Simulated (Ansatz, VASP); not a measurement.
**Ga2Te2S in two plane-wave programs**

Wanted: the spread between two codes on one cell, functional and k mesh. The cell is invented: As first built, before any earlier steps moved the atoms (in the runner's words): it takes the Ga2S3 structure with some of its atoms replaced by other elements, volume scaled by an estimate. It may not be a known or stable phase. The cell is taken from a series of VASP runs on this material, whose earlier steps may have relaxed, scaled or displaced it; both programs get it as it stands.

Program: Ansatz 0.2.0. Level of theory: plane waves, with VASP 6.6.1 beside it; band structure at PBEsol with D3(BJ) and single point at PBEsol with D3(BJ). Results are calculated unless marked as measured.

## (1) Starting point

Symmetry: Imm2, No. 44, orthorhombic system. Conventional cell: a = 4.045 Å, b = 11.768 Å, c = 5.486 Å, α = 90.00°, β = 90.00°, γ = 90.00°. Nearest to Te lie 3 Ga at 2.62 to 2.64 Å. Nearest to Ga lie 1 S at 2.22 Å and 3 Te at 2.62 to 2.64 Å. Nearest to S lie 2 Ga at 2.22 Å. As first built, before any earlier steps moved the atoms (in the runner's words): sites of the Ga2S3 structure (space group 44) filled with other elements, volume scaled by an estimate. Farther neighbours and most contacts between anions are not listed.

Structure file:

```
Te Ga S
1.0
    -2.02228    5.88424    2.74324
     2.02228   -5.88424    2.74324
     2.02228    5.88424   -2.74324
Te Ga S
2 2 1
Direct
  0.86152 0.21430 0.64722
  0.56709 0.21430 0.35278
  0.17317 0.02420 0.14897
  0.87522 0.02420 0.85103
  0.27299 0.27299 0.00000
```

## (2) VASP: band structure, PBEsol with D3(BJ)

The same path points are solved in both programs, so levels can be compared one by one.

Lines of VASP's logs that name or quote its potential files are left out, and so is its time.

Contents of INCAR:

```
SYSTEM = Ga2Te2S
PREC = Accurate
ENCUT = 400
EDIFF = 1E-06
NELM = 100
ISMEAR = 0
SIGMA = 0.05
LREAL = .FALSE.
ALGO = Normal
GGA = PS
IVDW = 12
NBANDS = 37
LORBIT = 11
LWAVE = .FALSE.
LCHARG = .FALSE.
KPAR = 2
```

Contents of POSCAR:

```
Ga2Te2S
1.0
   -2.0222808538      5.8842376542      2.7432354433
    2.0222808538     -5.8842376542      2.7432354433
    2.0222808538      5.8842376542     -2.7432354433
Te Ga S
2 2 1
Direct
    0.8615209183      0.2143043299      0.6472165882
    0.5670877417      0.2143043299      0.3527834118
    0.1731725036      0.0241980014      0.1489745023
    0.8752234991      0.0241980014      0.8510254977
    0.2729943474      0.2729943474      0.0000000000
```

Contents of KPOINTS:

```
Automatic mesh
0
Gamma
7 7 7
0 0 0
```

Contents of KPOINTS_OPT:

```
Line mode
16
Line-mode
Reciprocal
  0.00000000   0.00000000   0.00000000 GAMMA
  0.27952858  -0.27952858  -0.27952858 X

  0.27952858  -0.27952858  -0.27952858 X
  0.08386434  -0.47519282  -0.08386434 L

  0.08386434  -0.47519282  -0.08386434 L
  0.00000000  -0.50000000   0.00000000 T

  0.00000000  -0.50000000   0.00000000 T
 -0.25000000  -0.25000000  -0.25000000 W

 -0.25000000  -0.25000000  -0.25000000 W
  0.00000000   0.00000000  -0.50000000 R

  0.00000000   0.00000000  -0.50000000 R
 -0.27952858   0.27952858  -0.72047142 X1

 -0.27952858   0.27952858  -0.72047142 X1
 -0.50000000   0.50000000  -0.50000000 Z

 -0.50000000   0.50000000  -0.50000000 Z
  0.00000000   0.00000000   0.00000000 GAMMA

  0.00000000   0.00000000   0.00000000 GAMMA
 -0.30433576  -0.30433576   0.30433576 Y

 -0.30433576  -0.30433576   0.30433576 Y
 -0.50000000   0.00000000   0.00000000 S

 -0.50000000   0.00000000   0.00000000 S
 -0.25000000  -0.25000000  -0.25000000 W

 -0.08386434  -0.52480718   0.08386434 L1
 -0.30433576  -0.30433576   0.30433576 Y

 -0.69566424   0.30433576  -0.30433576 Y1
 -0.50000000   0.50000000  -0.50000000 Z
```

PAW data sets: Te, Ga_d and S (PBE family, release 64).

Started as:

```
$ mpirun -np 2 vasp_std
```

Numbers of over 12 decimals in the logs are rounded to 6 here.

What it wrote:

```text
[banner, memory and clock lines left out]
running    2 mpi-ranks, on    1 nodes
 distrk:  each k-point on    1 cores,    2 groups
 distr:  one band on    1 cores,    1 groups

 POSCAR found type information on POSCAR TeGaS
 POSCAR found :  3 types and       5 ions
|                                                                             |
|               ----> ADVICE to this user running VASP <----                  |
|                                                                             |
|     You enforced a specific xc type in the INCAR file but a different       |
|     [... a line on the potential file left out ...]
|     I HOPE YOU KNOW WHAT YOU ARE DOING!                                     |
|                                                                             |

 LDA part: xc-table for (Slater+PW92), standard interpolation
 POSCAR, INCAR and KPOINTS ok, starting setup
 FFT: planning ... GRIDC
 FFT: planning ... GRID_SOFT
 FFT: planning ... GRID
 WAVECAR not read
 entering main loop
       N       E                     dE             d eps       ncg     rms          rms(c)
DAV:   1     0.320503738886E+03    0.32050E+03   -0.16274E+04  5221   0.127E+03
DAV:   2     0.268673628936E+02   -0.29364E+03   -0.27200E+03  5141   0.381E+02
DAV:   3    -0.185146758249E+02   -0.45382E+02   -0.44599E+02  5786   0.111E+02
DAV:   4    -0.204999715672E+02   -0.19853E+01   -0.19791E+01  5683   0.257E+01
DAV:   5    -0.205700292390E+02   -0.70058E-01   -0.70036E-01  6602   0.439E+00    0.109E+01
DAV:   6    -0.200226054566E+02    0.54742E+00   -0.61476E-01  7282   0.120E+01    0.722E+00
DAV:   7    -0.199990176262E+02    0.23588E-01   -0.67251E-01  5803   0.423E+00    0.166E+00
DAV:   8    -0.199861485585E+02    0.12869E-01   -0.12018E-01  6079   0.294E+00    0.106E+00
DAV:   9    -0.199863119183E+02   -0.16336E-03   -0.22605E-02  5651   0.962E-01    0.271E-01
DAV:  10    -0.199862767389E+02    0.35179E-04   -0.25103E-03  7141   0.291E-01    0.190E-01
DAV:  11    -0.199863441872E+02   -0.67448E-04   -0.80489E-04  5625   0.194E-01    0.451E-02
DAV:  12    -0.199863406689E+02    0.35183E-05   -0.44941E-05  5782   0.378E-02    0.294E-02
DAV:  13    -0.199863423689E+02   -0.17000E-05   -0.13875E-05  5699   0.156E-02    0.130E-02
DAV:  14    -0.199863425166E+02   -0.14774E-06   -0.17914E-06  5246   0.104E-02
   1 F= -.21574679E+02 E0= -.21574679E+02  d E =-.376925E-12
 Start KPOINTS_OPT (optional k-point list driver)
k-point batch [1-64\208]
       N       E                     dE             ncg
DAV:   1     0.734096732404E+04   -0.59231E+05     5161
DAV:   2    -0.111767951204E+05   -0.18518E+05     5132
DAV:   3    -0.140035025817E+05   -0.28267E+04     5782
DAV:   4    -0.141237083076E+05   -0.12021E+03     5638
DAV:   5    -0.141278266004E+05   -0.41183E+01     6637
DAV:   6    -0.141279596681E+05   -0.13307E+00     6264
DAV:   7    -0.141279612863E+05   -0.16182E-02     6810
DAV:   8    -0.141279613159E+05   -0.29578E-04     5556
DAV:   9    -0.141279613165E+05   -0.54856E-06     4050
[...]
k-point batch [193-208\208]
       N       E                     dE             ncg
DAV:   1     0.430399109097E+05   -0.75715E+04     1292
DAV:   2     0.383013015326E+05   -0.47386E+04     1274
DAV:   3     0.375741930434E+05   -0.72711E+03     1398
DAV:   4     0.375413154963E+05   -0.32878E+02     1435
DAV:   5     0.375401851721E+05   -0.11303E+01     1524
DAV:   6     0.375401132938E+05   -0.71878E-01     1690
DAV:   7     0.375401126049E+05   -0.68884E-03     1562
DAV:   8     0.375401125873E+05   -0.17614E-04     1573
DAV:   9     0.375401125871E+05   -0.21809E-06      975
```

From OUTCAR (step 2):

```text
ion  position               nearest neighbor table
   1  0.862  0.214  0.647-   4 2.62   3 2.64   3 2.64   2 3.47
   2  0.567  0.214  0.353-   3 2.62   4 2.64   4 2.64   1 3.47
   3  0.173  0.024  0.149-   5 2.22   2 2.62   1 2.64   1 2.64
   4  0.875  0.024  0.851-   5 2.22   1 2.62   2 2.64   2 2.64
   5  0.273  0.273  0.000-   3 2.22   4 2.22

  LATTYP: Found a body centered orthorhombic cell.
 ALAT       =     4.0445617076
 B/A-ratio  =     1.3565056694
 C/A-ratio  =     2.9097034881

 Subroutine GETGRP returns: Found  4 space group operations
 (whereof  4 operations were pure point group operations)

The static configuration has the point symmetry C_2v.

 Found     64 irreducible k-points:

   k-points           NKPTS =     64   k-points in BZ     NKDIM =     64   number of bands    NBANDS=     37

   dimension x,y,z NGX =    48 NGY =   48 NGZ =   48
   dimension x,y,z NGXF=    96 NGYF=   96 NGZF=   96

   ENCUT  =  400.0 eV  29.40 Ry    5.42 a.u.  11.09 11.09 11.09*2*pi/ulx,y,z

   NELECT =      44.0000    total number of electrons

 k-points in reciprocal lattice and weights: Automatic mesh
   0.00000000  0.00000000  0.00000000       0.003
   0.14285714 -0.00000000  0.00000000       0.012
   0.28571429 -0.00000000  0.00000000       0.012
   0.42857143  0.00000000  0.00000000       0.012
  -0.00000000  0.14285714  0.00000000       0.012
   0.14285714  0.14285714  0.00000000       0.023
   0.28571429  0.14285714  0.00000000       0.023
   0.42857143  0.14285714  0.00000000       0.023
  -0.42857143  0.14285714  0.00000000       0.023
[...]
0.42857143 -0.42857143  0.42857143       0.006
  -0.42857143 -0.42857143  0.42857143       0.006

 average (electrostatic) potential at core
       1 -89.2680       2 -89.2680       3 -65.4798       4 -65.4798       5 -86.3078

 E-fermi :   4.8453

 k-point     1 :       0.0000    0.0000    0.0000
  band No.  band energies     occupation
    ...
     18       2.7291      2.00000
     19       2.7892      2.00000
     20       4.3281      2.00000
     21       4.6150      2.00000
     22       4.6253      2.00000
     23       6.0929      0.00000
     24       7.1991      0.00000
     25       7.7543      0.00000
     26       8.8397      0.00000
     27       9.1528      0.00000
    ...

 k-point     2 :       0.1429   -0.0000    0.0000
  band No.  band energies     occupation
    ...
     18       2.6318      2.00000
     19       3.0200      2.00000
     20       3.6694      2.00000
     21       4.4161      2.00000
     22       4.4508      2.00000
     23       6.5393      0.00000
     24       7.1832      0.00000
     25       7.8884      0.00000
     26       8.8429      0.00000
     27       9.0266      0.00000
    ...

 k-point     3 :       0.2857   -0.0000    0.0000
  band No.  band energies     occupation
    ...
     18       2.6703      2.00000
     19       2.6795      2.00000
     20       3.3168      2.00000
     21       3.9939      2.00000
     22       4.1395      2.00000
     23       6.8191      0.00000
     24       6.9564      0.00000
     25       8.0904      0.00000
     26       8.6579      0.00000
     27       9.2194      0.00000
    ...

 Edisp (eV)   -1.58834

  Total      -0.00300    -0.01810    -0.02185     0.00000     0.00000     0.00000
  in kB      -0.03685    -0.22214    -0.26807     0.00000     0.00000     0.00000
  external pressure =       -0.18 kB  Pullay stress =        0.00 kB

  energy-cutoff  :      400.00
  volume of cell :      130.57
      direct lattice vectors                 reciprocal lattice vectors
    -2.022280854  5.884237654  2.743235443     0.000000000  0.084972775  0.182266528
     2.022280854 -5.884237654  2.743235443     0.247245579  0.000000000  0.182266528
     2.022280854  5.884237654 -2.743235443     0.247245579  0.084972775  0.000000000

 POSITION                                       TOTAL-FORCE (eV/Angst)
 -----------------------------------------------------------------------------------
     -0.00000      7.61675      1.17577        -0.000000      0.005747      0.004883
     -0.00000      4.15172      1.17577        -0.000000     -0.005747      0.004883
      0.00000      1.75320      0.13276        -0.000000      0.001593     -0.004596
      0.00000     10.01527      0.13276         0.000000     -0.001593     -0.004596
      0.00000      0.00000      1.49778        -0.000000      0.000000     -0.000574
 -----------------------------------------------------------------------------------
    total drift:                                0.000003      0.000006     -0.000437

  FREE ENERGIE OF THE ION-ELECTRON SYSTEM (eV)
  ---------------------------------------------------
  free  energy   TOTEN  =       -21.5746787871 eV

  energy  without entropy=      -21.5746787871  energy(sigma->0) =      -21.57467879

 total charge
# of ion       s       p       d       tot
------------------------------------------
    1        1.388   1.999   0.036   3.423
    2        1.388   1.999   0.036   3.423
    3        0.877   0.770  10.013  11.660
    4        0.877   0.770  10.013  11.660
    5        1.345   2.351   0.000   3.696
--------------------------------------------------
tot          5.874   7.890  20.098  33.862

[... 3 further parts left out ...]
```

The run ends at a pressure of -0.02 GPa, with forces up to 0.0075 eV/Å.

## (3) Ansatz: band structure, PBEsol with D3(BJ)

Ansatz runs on its default PAW (the set named soft_2) files.

The same cell, functional, mesh and smearing now go to Ansatz, which takes its cutoff from its data sets.

Contents of input.yaml:

```yaml
crystal:
  lattice:
    - [-2.0222808538, 5.8842376542, 2.7432354433]
    - [2.0222808538, -5.8842376542, 2.7432354433]
    - [2.0222808538, 5.8842376542, -2.7432354433]
  atoms:
    - { symbol: Te, position: [0.8615209183, 0.2143043299, 0.6472165882] }
    - { symbol: Te, position: [0.5670877417, 0.2143043299, 0.3527834118] }
    - { symbol: Ga, position: [0.1731725036, 0.0241980014, 0.1489745023] }
    - { symbol: Ga, position: [0.8752234991, 0.0241980014, 0.8510254977] }
    - { symbol: S, position: [0.2729943474, 0.2729943474, 0.0] }
hamiltonian:
  xc: pbesol
  pseudopotentials: { kind: paw }
  dispersion: d3bj
kpoints:
  mp_grid: { grid: [7, 7, 7] }
  band_path:
    path:
      - [0.0, 0.0, 0.0]
      - [0.13045, -0.13045, -0.13045]
      - [0.26089, -0.26089, -0.26089]
      - [0.21431, -0.34475, -0.21431]
      - [0.123, -0.43606, -0.123]
      - [0.06709, -0.48015, -0.06709]
      - [0.02795, -0.49173, -0.02795]
      - [-0.01667, -0.48333, -0.01667]
      - [-0.15, -0.35, -0.15]
      - [-0.25, -0.25, -0.25]
      - [-0.13333, -0.13333, -0.36667]
      - [-0.01667, -0.01667, -0.48333]
      - [-0.09318, 0.09318, -0.57349]
      - [-0.22362, 0.22362, -0.67638]
      - [-0.32362, 0.32362, -0.67638]
      - [-0.44121, 0.44121, -0.55879]
      - [-0.5, 0.5, -0.5]
      - [-0.43333, 0.43333, -0.43333]
      - [-0.2, 0.2, -0.2]
      - [0.0, 0.0, 0.0]
      - [-0.14202, -0.14202, 0.14202]
      - [-0.28405, -0.28405, 0.28405]
      - [-0.36956, -0.20289, 0.20289]
      - [-0.47391, -0.04058, 0.04058]
      - [-0.43333, -0.06667, -0.06667]
      - [-0.31667, -0.18333, -0.18333]
      - [-0.11326, -0.49541, 0.11326]
      - [-0.21615, -0.39252, 0.21615]
      - [-0.69566, 0.30434, -0.30434]
      - [-0.60435, 0.39565, -0.39565]
      - [-0.5, 0.5, -0.5]
    npoints: 1
scf:
  occupations: { method: gaussian, width: 0.05 }
  n_extra_bands: 8
output:
  forces: true
  stress: true
  eigenvalues: true
  write_density: true
  write_potential: true
  elf: true
  volumetric_format: npy
```

Started as:

```
$ ansatz run input.yaml --threads 2 --pin off --max-ram 4608MiB --backend cpu --events-out ev --progress --plain --runs-dir out
```

What it wrote:

```text
basis.fft_grid_basis auto: the FFT boxes are laid along the combinations [[1, 1, 0], [0, 1, 0], [0, 1, 1]] of the cell's own vectors, 5.486, 6.800 and 4.045 Å long. The dense box has 40×48×30 points. Along the cell's own vectors, as sized, it would have 48×48×48, 1.92 times as many. Of the 4 symmetry operations that the crystal satisfies within crystal.symmetry.tolerance (time reversal apart; of a slab, those that ke [...]
scf.n_extra_bands = 8 over 32 filled bands (N_el = 64.0): the run solves 40 bands
Engine: ansatz 0.2.0, aarch64-unknown-linux-gnu
Pseudopotentials: kind: paw
Pseudopotential: Te, paw, valence charge 16, recommended cutoff 420 eV (normal), Te.paw.azcp
Pseudopotential: Ga, paw, valence charge 13, recommended cutoff 420 eV (normal), Ga.paw.azcp
Pseudopotential: S, paw, valence charge 6, recommended cutoff 420 eV (normal), S.paw.azcp
Functional definition: PBEsol
  exchange = pbesol_x
  correlation = pbesol_c
Crystal: 5 atoms, lattice volume = 130.573 Å³
Basis set: ecut = 420 eV, 2561 PW (Γ), FFT grids on a1+a2, a2, a2+a3, exchange–correlation on 80×96×60 points (8 copies of the dense FFT grid, shifted against one another)
Bands: 40, of which v1, the nominal top of the filled ones, is band 32 counted from 1 (31 counted from 0)
Symmetry: 4 space group operations
Space group: Imm2 (ITA 44), of the structure as read, at distance tolerance 5.1e-5 Å
k-points: 64 of 343 (time reversal used)
Non-local potential: Te, projectors of the file, l = 0: 2, l = 1: 2, l = 2: 2, l = 3: 2
Non-local potential: Ga, projectors of the file, l = 0: 2, l = 1: 2, l = 2: 3, l = 3: 1
Non-local potential: S, projectors of the file, l = 0: 2, l = 1: 2, l = 2: 2
PAW form: soft (Blöchl's): semilocal exchange-correlation on the pseudo side does not see the compensation charge
PAW frozen core: Te, regenerated for the run's functional, and the local potential with it (the file was generated under x = pbe(κ = 0.804, μ = 0.219515), c = pbe(β = 0.066725))
PAW frozen core: Ga, regenerated for the run's functional, and the local potential with it (the file was generated under x = pbe(κ = 0.804, μ = 0.219515), c = pbe(β = 0.066725))
PAW frozen core: S, regenerated for the run's functional, and the local potential with it (the file was generated under x = pbe(κ = 0.804, μ = 0.219515), c = pbe(β = 0.066725))
PAW one-centre angular grid: Te, 590 points (default); XC on 64 Gauss nodes
PAW one-centre angular grid: Ga, 590 points (default); XC on 64 Gauss nodes
PAW one-centre angular grid: S, 110 points (default); XC on 64 Gauss nodes
Initial density: superposition of atomic densities (neutral atoms: chi_scale 0, normalization atom), corrected by the library's trained network
Initial wavefunctions: pseudopotential atomic-orbital guess
Functional: x = pbesol(κ = 0.804, μ = 0.123457), c = pbesol(β = 0.046)
SCF iter   1: F=—  HF=-22177.786337 eV  |F-HF|=—  |Δ(HF+E_count)|=         —  Δρ=3.03e-3  dr2=1.36e-2  ethr=1.77e-3  ⟨swp⟩=7.1  Hψ=11536  notcnv=0  defer=8
preconditioner: auto → Resta (q_TF=auto, 2.423 Å⁻¹)  ε∞=3.4  [insulator: Δε(μ)=0.950 eV  Ē_g=13.817 eV  σ=0.050 eV  W_gap=1.00  n_scr=34 (ndim 8)  ℏωp=21.6 eV  f_vac=0.027  D(μ)=0.00/eV (n_scr^D=0)  ε∞_Penn≈3.4]
SCF iter   2: F=—  HF=-22177.781693 eV  |F-HF|=—  |Δ(HF+E_count)|=   4.64e-3  Δρ=1.24e-3  dr2=2.26e-3  ethr=2.13e-5  ⟨swp⟩=2.0  Hψ=4495  notcnv=0  defer=53
SCF iter   3: F=—  HF=-22177.781588 eV  |F-HF|=—  |Δ(HF+E_count)|=   1.05e-4  Δρ=4.75e-4  dr2=3.18e-4  ethr=3.53e-6  ⟨swp⟩=2.0  Hψ=4363  notcnv=0  defer=53
SCF iter   4: F=—  HF=-22177.781558 eV  |F-HF|=—  |Δ(HF+E_count)|=   3.03e-5  Δρ=2.08e-4  dr2=6.88e-5  ethr=4.97e-7  ⟨swp⟩=2.1  Hψ=3560  notcnv=0  defer=53
SCF iter   5: F=—  HF=-22177.781575 eV  |F-HF|=—  |Δ(HF+E_count)|=   1.77e-5  Δρ=6.48e-5  dr2=8.84e-6  ethr=1.07e-7  ⟨swp⟩=2.0  Hψ=3815  notcnv=0  defer=53
SCF iter   6: F=—  HF=-22177.781575 eV  |F-HF|=—  |Δ(HF+E_count)|=   1.71e-8  Δρ=2.62e-5  dr2=9.64e-7  ethr=1.38e-8  ⟨swp⟩=2.0  Hψ=3815  notcnv=0  defer=53
SCF iter   7: F=—  HF=-22177.781576 eV  |F-HF|=—  |Δ(HF+E_count)|=   1.00e-6  Δρ=9.13e-6  dr2=1.25e-7  ethr=1.51e-9  ⟨swp⟩=2.0  Hψ=4455  notcnv=0  defer=53
SCF iter   8: F=-22177.781576 eV  HF=-22177.781576 eV  |F-HF|=2.24e-9  |Δ(HF+E_count)|=   3.62e-8  Δρ=1.81e-6  dr2=5.51e-9  ethr=1.56e-10  ⟨swp⟩=13.7  Hψ=17801  notcnv=0
SCF 1 converged in 8 iterations: F = -22177.781576 eV  dr2 = 5.51e-9
  greatest PAW one-centre occupation: 0.998 electrons in one spin orbital (limit 2), on the Te atom at site 1 (counted from 0), in its partial waves of l = 2
NSCF: frozen V_eff on 31 k-points
SCF converged after 8 iterations
Free energy (F): -22177.781576 eV
Harris-Foulkes:  -22177.781576 eV  (|F-HF|=2.24e-9)
Internal energy: -22177.781576 eV  (E = F + TS)
E sigma→0 (E₀):  -22177.781576 eV
Fermi energy:    7.954086 eV
--- Per-component energies (eV) ---
  E_band       = -671.709168
  E_kinetic    = 701.065243
  E_local      = -7189.995090  (includes V_loc(G=0)·N_el)
  E_nonlocal   = 266.463540
  E_hartree    = 3776.610389
  E_xc         = -480.049776
  E_vxc        = -412.126048  (∫ρ·V_xc dr)
  E_paw        = -13653.999787  (= ΣΔE_a)
  E_vpaw       = -1590.336769  (= ΣTr[D̂ρ^β])
  E_aug_tail   = -0.000611  (compensation charges beyond the density's cutoff)
  E_ewald      = -5598.824225
  E_disp       = -1.588794  (pairwise vdW)
  E_core_change = 2.537535  (= ΣΔE_core)
  E_smearing   = -0.000000  (= −TS)
  E_closure    = 0.000000  (closes the sum)
  Σ components = -22177.781576   (vs F -22177.781576, Δ=0.00e0)
--- Forces (eV/Å), atoms counted from 1 ---
  atom   1  Te     0.00000000     0.01672328     0.01532816
  atom   2  Te     0.00000000    -0.01672328     0.01532816
  atom   3  Ga     0.00000000     0.03972795    -0.03651787
  atom   4  Ga     0.00000000    -0.03972795    -0.03651787
  atom   5  S      0.00000000     0.00000000     0.04238696
  max |Σ_I F_I| component: 7.54e-6 eV/Å
--- Stress (GPa, compression-positive) ---
        0.067720       0.000000       0.000000
        0.000000       0.152485       0.000000
        0.000000       0.000000       0.116087
  P = ⅓ Tr σ = 0.1121 GPa (1.121 kbar)
--- Band table (eV; the first three rows and the last of 64) ---
  k-point 0: bands = [... 28 lower, 5.6358, 7.1673, 7.4595, 7.4627, 8.9469, 10.0608, 10.6021, 11.6964, ... 4 higher]
  k-point 1: bands = [... 28 lower, 5.2578, 6.5019, 6.8890, 7.2974, 9.7663, 10.9671, 11.1571, 11.7389, ... 4 higher]
  k-point 2: bands = [... 28 lower, 4.7083, 5.7027, 6.0255, 6.8866, 9.7681, 10.6111, 10.8318, 11.3698, ... 4 higher]
  k-point 63: bands = [... 28 lower, 5.4783, 5.5657, 6.3362, 6.8281, 8.5999, 10.1171, 10.5322, 11.0698, ... 4 higher]
```

Wall time 28 s (2 threads of Arm Neoverse V1, shared host); peak memory 0.54 GiB.

[end of part 1 of 2]

[Lines on the potential files, build, host, timing and source positions are cut from VASP's logs without a mark.]

[Logs are printed without paths, hosts, clocks, repeated set-up lines and the standing remarks that a program may print on its own settings, such as how far it seeks lower states.]

[Hosts, paths, dates, database ids (printed as entryN), source tags and the programs' standing remarks are cut or masked in the printed files.]
